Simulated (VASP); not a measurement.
Mg2CdO3: single point with r2SCAN

Mg2CdO3:

```
CELL_PARAMETERS angstrom
2.72643 -4.71152 0.00000
2.72643 4.71152 0.00000
-1.82597 0.00000 5.14872
ATOMIC_POSITIONS crystal
Mg 0.00000 0.00000 0.50000
Mg 0.33471 0.66529 0.50000
Mg 0.66529 0.33471 0.50000
Mg 0.50000 0.50000 0.00000
Cd 0.83244 0.16756 0.00000
Cd 0.16756 0.83244 0.00000
O 0.40795 0.09282 0.72398
O 0.90718 0.59205 0.27602
O 0.09282 0.40795 0.72398
O 0.59205 0.90718 0.27602
O 0.72303 0.72303 0.73813
O 0.27697 0.27697 0.26187
```

The cell was built by a generator and needn't be a form met in nature.

| Item | Value |
| --- | --- |
| Program | VASP 6.6.1 |
| Task | single point |
| Functional | r2SCAN |
| Potentials or basis | VASP PAW PBE potentials, release 64 (Mg, Cd, O) |
| Cutoff | 520 eV |
| k mesh | 6 × 6 × 6 |
| Occupations | gaussian, width 0.03 eV |
| Spin | no spin polarisation |

```
Pressure               : -5.2 GPa
Largest force          : 0.081 eV/Å
Band gap on the k mesh : 2.47 eV, indirect (least direct gap 2.89 eV)
```

Forces on the atoms (eV/Å):
```
Mg   0.000  0.000  0.000
Mg   0.000 -0.072  0.000
Mg   0.000  0.072  0.000
Mg   0.000  0.000  0.000
Cd   0.000 -0.010  0.000
Cd   0.000  0.010  0.000
O   -0.019 -0.036  0.070
O    0.019 -0.036 -0.070
O   -0.019  0.036  0.070
O    0.019  0.036 -0.070
O    0.030  0.000  0.072
O   -0.030  0.000 -0.072
```

Levels at points of the mesh, in eV from the valence-band top:
| k point | band 30 | band 31 | band 32 | band 33 | band 34 | band 35 | band 36 | band 37 | band 38 | band 39 |
| --- | --- | --- | --- | --- | --- | --- | --- | --- | --- | --- |
| (0.00, 0.00, 0.00) | -0.63 | -0.57 | -0.49 | -0.45 | -0.42 | 2.47 | 6.79 | 7.72 | 8.55 | 8.65 |
| (0.50, 0.00, 0.00) | -1.06 | -0.80 | -0.79 | -0.53 | -0.22 | 5.16 | 5.43 | 7.84 | 8.27 | 9.13 |
| (0.50, 0.50, 0.00) | -0.92 | -0.84 | -0.32 | -0.20 | 0.00 | 4.99 | 5.38 | 6.55 | 7.68 | 9.15 |
| (0.00, 0.00, 0.50) | -0.95 | -0.85 | -0.69 | -0.14 | -0.12 | 4.47 | 5.82 | 7.73 | 8.38 | 8.72 |
| (0.50, 0.00, 0.50) | -1.05 | -0.78 | -0.54 | -0.33 | -0.16 | 5.33 | 5.50 | 6.56 | 7.85 | 8.74 |
| (0.50, 0.50, 0.50) | -1.14 | -0.91 | -0.75 | -0.58 | -0.53 | 5.41 | 6.05 | 7.81 | 8.14 | 8.35 |

It took 9 min on 4 MPI ranks on Intel(R) Xeon(R) Platinum 8488C (Sapphire Rapids), with other jobs on the host, peak memory 0.49 GiB a rank.

Caveat: the PAW data sets were made with another functional, which shifts forces and pressure a little. A k mesh can miss the band edges.
